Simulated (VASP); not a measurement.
A convergence study with VASP on KTaO₃ (cubic perovskite): one setting is varied, all else stays as given below, so the limit is that of these other settings. Each run relaxes cell and ions from the cell shown. The basis is that of the starting cell, so low cut-offs carry a Pulay error.

```xyz
5
Lattice="3.9900 0.0000 0.0000 0.0000 3.9900 0.0000 0.0000 0.0000 3.9900" Properties=species:S:1:pos:R:3 pbc="T T T"
K      0.0000     0.0000     0.0000
Ta     1.9950     1.9950     1.9950
O      1.9950     0.0000     1.9950
O      0.0000     1.9950     1.9950
O      1.9950     1.9950     0.0000
```

All values below come from LDA (Ceperley-Alder, Perdew-Zunger), VASP's LDA PAW potentials (set 64) (plane waves; VASP). The tightest run used: 800 eV cut-off, 4×4×4 Γ-centred mesh, Gaussian smearing of 0.050 eV, potentials K_sv Ta_pv O.

Unless said otherwise, spin-orbit coupling is left out, though it shifts the bands of the heavy elements here. Gaps are read on the run's mesh, which can miss a band edge.

### Question
The settings run are ENCUT = 250; ENCUT = 300; ENCUT = 350; ENCUT = 400; ENCUT = 450; ENCUT = 500; ENCUT = 550; ENCUT = 600; ENCUT = 650; ENCUT = 700; ENCUT = 750; ENCUT = 800. From which on does the relaxed volume stay within 0.1 Å³/atom of the tightest run?

### Answer
From ENCUT = 450 on: it is off by 0.038 there and by no more than 0.1 in any finer run, while ENCUT = 400 is off by 0.191.
```csv
setting,relaxed volume (Å³/atom),E (eV/atom),gap on the mesh (eV),plane waves,difference judged (Å³/atom)
ENCUT = 250,10.468,-9.8285,2.447,587,1.957
ENCUT = 300,11.292,-9.2794,2.219,768,1.133
ENCUT = 350,11.878,-9.0795,2.153,968,0.546
ENCUT = 400,12.234,-9.0295,2.075,1189,0.191
ENCUT = 450,12.386,-9.0113,2.051,1406,0.038
ENCUT = 500,12.424,-9.0069,2.044,1640,0.001
ENCUT = 550,12.421,-9.0073,2.045,1877,0.004
ENCUT = 600,12.413,-9.0088,2.047,2176,0.012
ENCUT = 650,12.410,-9.0101,2.049,2440,0.015
ENCUT = 700,12.413,-9.0111,2.048,2721,0.011
ENCUT = 750,12.419,-9.0114,2.048,3016,0.005
ENCUT = 800,12.425,-9.0116,2.047,3294,0.000
```

Left out are rungs that failed or repeat a setting and relaxations that didn't move; long series are thinned to 24 rows.

The compound is KTaO3 in the cubic perovskite structure.
